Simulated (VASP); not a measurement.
An input for Ansatz (written as the equivalent of a VASP run, and not itself run):

Ansatz 0.2 input:
```yaml
crystal:
  lattice:
    - [1.5924750, -2.7582481, 0.0000000]
    - [1.5924750, 2.7582481, 0.0000000]
    - [0.0000000, 0.0000000, 3.5649560]
  atoms:
    - { symbol: Zr, position: [0.0000000, 0.0000000, 1.0000000] }
    - { symbol: B, position: [0.3333330, 0.6666670, 0.5000000] }
    - { symbol: B, position: [0.6666670, 0.3333330, 0.5000000] }
kpoints:
  mp_grid: { grid: [12, 12, 10] }
hamiltonian:
  xc: rpbe
  pseudopotentials: { kind: paw }
scf:
  occupations: { method: tetrahedron }
  max_iter: 100
output: { forces: true, stress: true, eigenvalues: true }
```

### Question
Translate this input to VASP (INCAR, KPOINTS, POSCAR, choice of POTCAR).

### Answer
One answer among several that fit: 
**KPOINTS**
```
Automatic mesh
0
Gamma
12 12 10
0 0 0
```

### INCAR
```
# general
SYSTEM  = ZrB2
PREC    = Accurate
ENCUT   = 520
LREAL   = .FALSE.
LASPH   = .TRUE.

# electronic loop
EDIFF   = 1E-7
NELM    = 100
ALGO    = Normal
LMAXMIX = 4

# smearing
ISMEAR  = -5

# functional
GGA     = RP

# ions
ISIF    = 2

# output
LWAVE   = .FALSE.
LCHARG  = .TRUE.
LORBIT  = 11
NEDOS   = 601

# other
LEFG    = .TRUE.
```

**POSCAR**
```
ZrB2
1
    1.5924750194    -2.7582481200    -0.0000000000
    1.5924750194     2.7582481200     0.0000000000
    0.0000000000    -0.0000000000     3.5649560058
Zr B
1 2
Direct
  0.0000000000   0.0000000000   1.0000000000
  0.3333330000   0.6666670000   0.5000000000
  0.6666670000   0.3333330000   0.5000000000
```

POTCAR, in this order: Zr_sv B (PBE.64 set). Program: vasp_std.

What does not carry over: each code has its own PAW files, so the cut-off isn't converted (ENCUT is set for VASP's; basis.ecutwfc is left out, and Ansatz then takes the one that its files recommend); Ansatz stops its SCF on the density residual and VASP on the energy change (EDIFF); the field gradients of LEFG aren't asked of the other code.

The compound is ZrB2 in the AlB2 type structure. It was relaxed first.
